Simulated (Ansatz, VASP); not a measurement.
# In17Se15 in two plane-wave programs, part 2 of 2

Aim: how closely do two programs agree when they are given the same cell, functional and k mesh?  The structure shown is the end of the VASP relaxation below.

VASP 6.6.1 and Ansatz 0.2.0.

So far: The structure; VASP: relaxation, PBEsol.

**3. Ansatz: single point, PBEsol**

Level of this step: Ansatz beside VASP: Kohn-Sham DFT, plane waves, PBEsol (Ansatz).

Ansatz runs on its default PAW (the set named soft_2) files.

The same cell, functional, mesh and smearing now go to Ansatz, which takes its cutoff from its data sets.

Input file input.yaml:

```yaml
crystal:
  lattice:
    - [8.0572076, 0.0, 0.0]
    - [-4.0286038, 6.97774646, 0.0]
    - [0.0, 0.0, 17.014036]
  atoms:
    - { symbol: In, position: [0.33312979, 0.16649356, 0.838487] }
    - { symbol: In, position: [0.33072139, 0.66542528, 0.82577105] }
    - { symbol: In, position: [0.83439644, 0.1690708, 0.82582126] }
    - { symbol: In, position: [0.83438318, 0.66529819, 0.8257801] }
    - { symbol: In, position: [0.16501745, 0.33644576, 0.33161706], spin: 0.6 }
    - { symbol: In, position: [0.16536332, 0.83030394, 0.33212288], spin: 0.6 }
    - { symbol: In, position: [0.67103796, 0.33602323, 0.3318035], spin: 0.6 }
    - { symbol: In, position: [0.6674847, 0.83384887, 0.33299807] }
    - { symbol: In, position: [0.33292732, 0.16632167, 0.67738106] }
    - { symbol: In, position: [0.3392983, 0.66972452, 0.66069275] }
    - { symbol: In, position: [0.82996871, 0.16042126, 0.66072244] }
    - { symbol: In, position: [0.83005347, 0.66967382, 0.66067584] }
    - { symbol: In, position: [0.16833143, 0.33167016, 0.1662637] }
    - { symbol: In, position: [0.16823004, 0.83635928, 0.16657521] }
    - { symbol: In, position: [0.66324981, 0.33153756, 0.16641121] }
    - { symbol: In, position: [0.66665933, 0.83309752, 0.17085026] }
    - { symbol: In, position: [0.3330974, 0.16715544, 0.46417686], spin: 0.6 }
    - { symbol: Se, position: [0.33326556, 0.66677905, 0.40971442] }
    - { symbol: Se, position: [0.83427698, 0.1678473, 0.40954005] }
    - { symbol: Se, position: [0.83409492, 0.66674131, 0.40958013] }
    - { symbol: Se, position: [0.16252843, 0.33729852, 0.90413937] }
    - { symbol: Se, position: [0.16245818, 0.82515925, 0.9041937] }
    - { symbol: Se, position: [0.67452195, 0.33726163, 0.9041786] }
    - { symbol: Se, position: [0.66653401, 0.83326516, 0.89834229] }
    - { symbol: Se, position: [0.33325656, 0.16640385, 0.09073689] }
    - { symbol: Se, position: [0.33542531, 0.66770227, 0.09476076] }
    - { symbol: Se, position: [0.83220403, 0.1645393, 0.0948514] }
    - { symbol: Se, position: [0.83238894, 0.66747457, 0.09484758] }
    - { symbol: Se, position: [0.17418442, 0.32550426, 0.58792172] }
    - { symbol: Se, position: [0.1741445, 0.84861179, 0.58783009] }
    - { symbol: Se, position: [0.65080743, 0.32544834, 0.58783027] }
    - { symbol: Se, position: [0.6664438, 0.8332886, 0.58259678] }
total_charge: 2
hamiltonian:
  xc: pbesol
  pseudopotentials: { kind: paw }
magnetization:
  spin_polarized: true
kpoints:
  mp_grid: { grid: [2, 2, 1] }
scf:
  occupations: { method: gaussian, width: 0.05 }
  n_extra_bands: 15
output:
  forces: true
  eigenvalues: true
```

Started as:

```sh
$ ansatz run input.yaml --threads 8 --pin off --max-ram 18432MiB --backend cpu --events-out ev --progress --plain --runs-dir out
```

Numbers of over 12 decimals in the logs are rounded to 6 here.

Log:

```text
Warning: the band count 245 (scf.n_extra_bands) hosts the net moment |M| = 2.4000 μB (N_el = 459) but caps the reachable moment at 2·n_bands − N_el = 31.0000 μB, below the 277 bands that the automatic rule leaves for it — a moment growing past the seed, or the majority channel's smearing tail, pins there with fewer empty majority states than that count leaves; raise or omit scf.n_extra_bands unless the cap is intended
scf.n_extra_bands = 15 over 230 filled bands (N_el = 459.0): the run solves 245 bands
Engine: ansatz 0.2.0, aarch64-unknown-linux-gnu
Pseudopotentials: kind: paw
Pseudopotential: In, paw, valence charge 13, recommended cutoff 420 eV (normal), In.paw.azcp
Pseudopotential: Se, paw, valence charge 16, recommended cutoff 420 eV (normal), Se.paw.azcp
Functional definition: PBEsol
  exchange = pbesol_x
  correlation = pbesol_c
Crystal: 32 atoms, lattice volume = 956.549 Å³
Basis set: ecut = 420 eV, 18795 PW (Γ), exchange–correlation on 108×108×240 points (8 copies of the dense FFT grid, shifted against one another)
Bands: 245, of which v1, the nominal top of the filled ones, is band 230 counted from 1 (229 counted from 0)
Symmetry: 1 space group operations
Space group: P1 (ITA 1), of the structure as read, at distance tolerance 9.9e-5 Å
Magnetic group: BNS 1.1 (UNI 1), of the structure as read, at distance tolerance 9.9e-5 Å
k-points: 4
Non-local potential: In, projectors of the file, l = 0: 2, l = 1: 2, l = 2: 2, l = 3: 2
Non-local potential: Se, projectors of the file, l = 0: 2, l = 1: 2, l = 2: 3, l = 3: 1
PAW form: soft (Blöchl's): semilocal exchange-correlation on the pseudo side does not see the compensation charge
PAW frozen core: In, regenerated for the run's functional, and the local potential with it (the file was generated under x = pbe(κ = 0.804, μ = 0.219515), c = pbe(β = 0.066725))
PAW frozen core: Se, regenerated for the run's functional, and the local potential with it (the file was generated under x = pbe(κ = 0.804, μ = 0.219515), c = pbe(β = 0.066725))
PAW one-centre angular grid: In, 590 points (default); XC on 64 Gauss nodes
PAW one-centre angular grid: Se, 590 points (default); XC on 64 Gauss nodes
Initial density: superposition of atomic densities (chi_scale 0.1, normalization cell, long waves kept (reshape's long-wave potential 0.57 eV rms))
Starting moments: Σ|m| = 2.4 μB on 4 of 32 sites
Initial wavefunctions: pseudopotential atomic-orbital guess
Functional: x = pbesol(κ = 0.804, μ = 0.123457), c = pbesol(β = 0.046)
SCF iter   1: F=—  HF=-175327.292204 eV  |F-HF|=—  |Δ(HF+E_count)|=         —  Δρ=2.21e-2 (↑1.72e-2 ↓2.21e-2)  dr2=2.45e1  dr2_m=8.10e-1  M=0.466 μB ∫|m|=0.530 μB  β_m=0.30  ethr=3.10e-3  ⟨swp⟩=6.0  Hψ=8231  notcnv=0
preconditioner: auto → Resta (q_TF=auto, 2.414 Å⁻¹)  ε∞=3.9  [insulator: Δε(μ)=0.077 eV  Ē_g=12.473 eV  σ=0.050 eV  W_gap=0.57  n_scr=234 (ndim 8)  ℏωp=21.1 eV  f_vac=0.032  D(μ)=9.00/eV (n_scr^D=36)  ε∞_Penn≈3.9]
spin=Collinear: Resta preconditioning applied to the charge; magnetization (m = ρ↑ − ρ↓) channel mixes plain (no charge-response kernel on spin).
SCF iter   2: F=—  HF=-175323.858998 eV  |F-HF|=—  |Δ(HF+E_count)|=    3.43e0  Δρ=1.47e-2 (↑1.16e-2 ↓1.47e-2)  dr2=7.28e0  dr2_m=4.01e-1  M=0.476 μB ∫|m|=0.529 μB  β_m=0.30  ethr=3.10e-3  ⟨swp⟩=2.0  Hψ=2522  notcnv=0  defer=74
SCF iter   3: F=—  HF=-175322.142414 eV  |F-HF|=—  |Δ(HF+E_count)|=    1.72e0  Δρ=7.39e-3 (↑6.32e-3 ↓7.39e-3)  dr2=1.16e0  dr2_m=2.02e-1  M=0.476 μB ∫|m|=0.522 μB  β_m=0.30  ethr=1.59e-3  ⟨swp⟩=5.5  Hψ=2349  notcnv=0  defer=76
SCF iter   4: F=—  HF=-175321.854884 eV  |F-HF|=—  |Δ(HF+E_count)|=   2.88e-1  Δρ=4.06e-3 (↑4.06e-3 ↓3.88e-3)  dr2=2.62e-1  dr2_m=1.01e-1  M=0.477 μB ∫|m|=0.520 μB  β_m=0.30  ethr=2.54e-4  ⟨swp⟩=3.4  Hψ=2745  notcnv=0  defer=69
SCF iter   5: F=—  HF=-175321.830555 eV  |F-HF|=—  |Δ(HF+E_count)|=   2.43e-2  Δρ=2.67e-3 (↑2.67e-3 ↓2.43e-3)  dr2=3.02e-2  dr2_m=5.07e-2  M=0.478 μB ∫|m|=0.521 μB  β_m=0.30  ethr=5.70e-5  ⟨swp⟩=2.4  Hψ=2527  notcnv=0  defer=69
SCF iter   6: F=—  HF=-175321.846527 eV  |F-HF|=—  |Δ(HF+E_count)|=   1.60e-2  Δρ=1.78e-3 (↑1.78e-3 ↓1.71e-3)  dr2=5.18e-3  dr2_m=2.54e-2  M=0.481 μB ∫|m|=0.522 μB  β_m=0.30  ethr=6.58e-6  ⟨swp⟩=2.9  Hψ=3554  notcnv=0  defer=69
SCF iter   7: F=—  HF=-175321.852545 eV  |F-HF|=—  |Δ(HF+E_count)|=   6.02e-3  Δρ=1.23e-3 (↑1.21e-3 ↓1.23e-3)  dr2=1.43e-3  dr2_m=1.27e-2  M=0.483 μB ∫|m|=0.524 μB  β_m=0.30  ethr=1.13e-6  ⟨swp⟩=2.0  Hψ=2343  notcnv=0  defer=69
Mixer restart at iter 7: flushing history
spin-set hold released at iteration 7 (site moments contracting): the magnetisation degrees of freedom join the quasi-Newton model from the next iteration; the mixer history was flushed
SCF iter   8: F=—  HF=-175321.854389 eV  |F-HF|=—  |Δ(HF+E_count)|=   1.84e-3  Δρ=8.71e-4 (↑8.62e-4 ↓8.71e-4)  dr2=8.35e-4  dr2_m=6.37e-3  M=0.485 μB ∫|m|=0.527 μB  β_m=0.65  ethr=3.12e-7  ⟨swp⟩=2.0  Hψ=2328  notcnv=0  defer=69
SCF iter   9: F=—  HF=-175321.857203 eV  |F-HF|=—  |Δ(HF+E_count)|=   2.81e-3  Δρ=4.20e-5 (↑4.20e-5 ↓3.81e-5)  dr2=1.13e-4  dr2_m=3.54e-6  M=0.490 μB ∫|m|=0.537 μB  β_m=0.63  ethr=1.82e-7  ⟨swp⟩=2.0  Hψ=3088  notcnv=0  defer=69
SCF iter  10: F=—  HF=-175321.857300 eV  |F-HF|=—  |Δ(HF+E_count)|=   9.68e-5  Δρ=2.44e-5 (↑2.44e-5 ↓2.42e-5)  dr2=3.97e-5  dr2_m=1.00e-6  M=0.491 μB ∫|m|=0.539 μB  β_m=0.82  ethr=2.45e-8  ⟨swp⟩=2.0  Hψ=3609  notcnv=0  defer=69
SCF iter  11: F=—  HF=-175321.857695 eV  |F-HF|=—  |Δ(HF+E_count)|=   3.95e-4  Δρ=1.12e-5 (↑1.09e-5 ↓1.12e-5)  dr2=1.32e-5  dr2_m=5.54e-8  M=0.491 μB ∫|m|=0.541 μB  β_m=0.84  ethr=8.66e-9  ⟨swp⟩=2.0  Hψ=2504  notcnv=0  defer=69
SCF iter  12: F=—  HF=-175321.857713 eV  |F-HF|=—  |Δ(HF+E_count)|=   1.76e-5  Δρ=3.84e-6 (↑3.53e-6 ↓3.84e-6)  dr2=4.39e-6  dr2_m=8.42e-9  M=0.492 μB ∫|m|=0.542 μB  β_m=0.71  ethr=2.88e-9  ⟨swp⟩=2.5  Hψ=3225  notcnv=0  defer=69
SCF iter  13: F=—  HF=-175321.857713 eV  |F-HF|=—  |Δ(HF+E_count)|=   2.20e-7  Δρ=1.78e-6 (↑1.78e-6 ↓1.66e-6)  dr2=4.77e-7  dr2_m=1.07e-8  M=0.492 μB ∫|m|=0.542 μB  β_m=0.69  ethr=9.56e-10  ⟨swp⟩=2.0  Hψ=2211  notcnv=0  defer=69
SCF iter  14: F=—  HF=-175321.857713 eV  |F-HF|=—  |Δ(HF+E_count)|=   1.07e-7  Δρ=8.77e-7 (↑8.77e-7 ↓8.64e-7)  dr2=3.21e-8  dr2_m=3.65e-9  M=0.492 μB ∫|m|=0.541 μB  β_m=0.84  ethr=2.18e-11  ⟨swp⟩=8.0  Hψ=7938  notcnv=0
SCF iter  15: F=-175321.857713 eV  HF=-175321.857713 eV  |F-HF|=3.00e-9  |Δ(HF+E_count)|=   5.81e-8  Δρ=3.46e-7 (↑3.46e-7 ↓3.40e-7)  dr2=1.26e-8  dr2_m=3.15e-10  M=0.492 μB ∫|m|=0.541 μB  ethr=7.00e-12  ⟨swp⟩=3.0  Hψ=5608  notcnv=0
SCF 1 converged in 15 iterations: F = -175321.857713 eV  dr2 = 1.26e-8
  greatest PAW one-centre occupation: 1.000 electrons in one spin orbital (limit 2), on the Se atom at site 27 (counted from 0), in its partial waves of l = 2
SCF converged after 15 iterations
Magnetization: 0.4918 μB (229.7459 up, 229.2541 down)
Absolute magnetization: 0.5424 μB (∫|ρ↑−ρ↓|, with the PAW one-centre terms)
Spin contamination: 0.0008 ħ² per cell (⟨S²⟩ above its minimum at these occupations)
Per-site moments (μB) at R_I (Å): [(-7.966591202415759e-5, 1.085313), (0.00135208, 1.092558), (0.00138922, 1.092376), (0.00135871, 1.092537), (0.019382, 1.097524), (0.018708, 1.097599), (0.019665, 1.097341), (0.000224654, 1.100695), (0.000372969, 1.109623), (0.000857172, 1.089532), (0.000878999, 1.089605), (0.000854973, 1.089669), (0.00541098, 1.088222), (0.00530028, 1.088920), (0.00560925, 1.088229), (-0.000211583,  [...]
Free energy (F): -175321.857713 eV
Harris-Foulkes:  -175321.857713 eV  (|F-HF|=3.00e-9)
Internal energy: -175321.847643 eV  (E = F + TS)
E sigma→0 (E₀):  -175321.852678 eV
Entropy (-TS):   -0.010070 eV (-0.315 meV/atom)
Fermi energy:    6.828004 eV
--- Per-component energies (eV) ---
  E_band       = -7120.217076
  E_kinetic    = 5876.216441
  E_local      = -62704.357589  (includes V_loc(G=0)·N_el)
  E_nonlocal   = -2628.461784
  E_hartree    = 28674.605637
  E_xc         = -5151.211056
  E_vxc        = -3132.467742  (∫ρ·V_xc dr)
  E_paw        = -97445.276094  (= ΣΔE_a)
  E_vpaw       = -1880.348553  (= ΣTr[D̂ρ^β])
  E_aug_tail   = -0.008620  (compensation charges beyond the density's cutoff)
  E_ewald      = -41962.491677
  E_core_change = 19.137099  (= ΣΔE_core)
  E_smearing   = -0.010070  (= −TS)
  E_closure    = 0.000000  (closes the sum)
  E_deformation_potential = 25.125908  (in the stress; not in F)
  Σ components = -175321.857713   (vs F -175321.857713, Δ=0.00e0)
--- Forces (eV/Å), atoms counted from 1 ---
  atom   1  In     0.00035906     0.00099474     0.17365405
  atom   2  In     0.00308372    -0.00056625     0.15539528
  atom   3  In     0.00042531    -0.00170268     0.15302766
  atom   4  In    -0.00193375     0.00177992     0.15320646
  atom   5  In    -0.06163657     0.03999303     0.12727031
  atom   6  In     0.00966426    -0.07189618     0.11500305
  atom   7  In     0.06727261     0.02998861     0.12684998
  atom   8  In    -0.01589879    -0.00285074     0.17729441
  atom   9  In     0.00282588     0.00219026    -0.19877280
  atom  10  In     0.01353383     0.00843424    -0.13845026
  atom  11  In    -0.00195015    -0.01555011    -0.14156923
  atom  12  In    -0.01359854     0.00631891    -0.13927074
  atom  13  In    -0.01267363     0.00858471    -0.14983148
  atom  14  In     0.00282054    -0.01479999    -0.14269079
  atom  15  In     0.01408351     0.00806976    -0.14890440
  atom  16  In    -0.00063206     0.00191753    -0.14370524
  atom  17  In     0.00159233     0.00006729    -0.01332332
  atom  18  Se     0.00904292     0.00526373    -0.13883684
  atom  19  Se    -0.00606127    -0.00258792    -0.13237475
  atom  20  Se    -0.00618374    -0.00061634    -0.11804763
  atom  21  Se     0.01613819    -0.00842929    -0.15287296
  atom  22  Se    -0.00089104     0.01790305    -0.15415979
  atom  23  Se    -0.01757484    -0.00955633    -0.15327717
  atom  24  Se    -0.00083737    -0.00193131    -0.14962896
  atom  25  Se    -0.00130710    -0.00201649     0.16277579
  atom  26  Se     0.00342320     0.00395350     0.13364599
  atom  27  Se     0.00188379    -0.00545814     0.13072568
  atom  28  Se    -0.00554545     0.00522241     0.13021394
  atom  29  Se    -0.00086822    -0.00166101     0.10922434
  atom  30  Se    -0.00186915    -0.00193482     0.11220864
  atom  31  Se     0.00166350    -0.00016158     0.11426917
  atom  32  Se     0.00164899     0.00103767     0.14095549
  max |Σ_I F_I| component: 3.90e-6 eV/Å
--- Band table (eV; the first three rows and the last of 8) ---
  k-point 0 ↑: bands = [... 226 lower, 5.8713, 5.8716, 6.0718, 7.2566, 7.5010, 7.8634, 7.8640, 7.9911, ... 11 higher]
  k-point 1 ↑: bands = [... 226 lower, 5.9398, 6.0311, 6.2683, 6.7349, 7.5335, 7.9395, 8.6433, 8.7810, ... 11 higher]
  k-point 2 ↑: bands = [... 226 lower, 5.9388, 6.0319, 6.2670, 6.7396, 7.5326, 7.9362, 8.6440, 8.7792, ... 11 higher]
  k-point 3 ↓: bands = [... 226 lower, 5.9476, 6.0402, 6.2790, 6.8449, 7.5796, 8.0179, 8.6618, 8.8081, ... 11 higher]
```

Run time: 42 s. Hardware: 8 threads of Arm Neoverse V1, shared host; peak memory 7.1 GiB.

**4. Comparison**

Known differences besides the PAW data sets themselves: the data sets hold 459 valence electrons in Ansatz (default PAW (the set named soft_2) files) and 139 in VASP; the cutoff is 420 eV in Ansatz and 300 eV in VASP (PREC = Normal, projectors in real space); Ansatz makes its cores anew for this functional, VASP keeps those of its PBE data sets; VASP leaves aspherical gradient terms in its spheres out (LASPH is not set), Ansatz keeps them; site moments are counted in spheres of each program's own size. Total energies have different zeros and are not compared.

Both answers:

| quantity | Ansatz | VASP | difference |
| --- | --- | --- | --- |
| total moment (μB) | 0.49 | 0.49 | 0.00 |
| moment on In7 (μB) | 0.02 | 0.06 | -0.04 |
| moment on In5 (μB) | 0.02 | 0.05 | -0.04 |
| moment on In6 (μB) | 0.02 | 0.05 | -0.03 |

At this near-relaxed geometry the largest component of a force difference is 180 meV/Å.

**5. Further runs**

The difference is large enough to ask for its cause, so further runs change the set-up of one program at a time, as the table lists.

| run | r.m.s. force difference (meV/Å) |
| --- | --- |
| as above | 81 |
| cores kept as stored, as VASP does, whose cores stay as stored | 79 |
| Ansatz's larger PAW set (cutoff 620 eV) | 80 |
| norm-conserving potentials (cutoff 1170 eV) | 75 |

**6. Results**

```
r.m.s. force difference (single point, PBEsol) : 81 meV/Å
```

**Reading.** The r.m.s. force difference is 81 meV/Å (single point, PBEsol), beyond the 12 meV/Å picked in this series as the mark of a large difference. For single point, PBEsol: no further run halves the r.m.s. force difference; only Ansatz's side was varied, and Ansatz's runs with other potentials lie closer to each other than to VASP, which for this quantity points to VASP's side; this was not tested here. How closely two codes agree says nothing of how well the functional describes the real material.

[Lines on the potential files, build, host, timing and source positions are cut from VASP's logs without a mark.]

[Logs are printed without paths, hosts, clocks, repeated set-up lines and the standing remarks that a program may print on its own settings, such as how far it seeks lower states.]

[Hosts, paths, dates, database ids (printed as entryN), source tags and the programs' standing remarks are cut or masked in the printed files.]
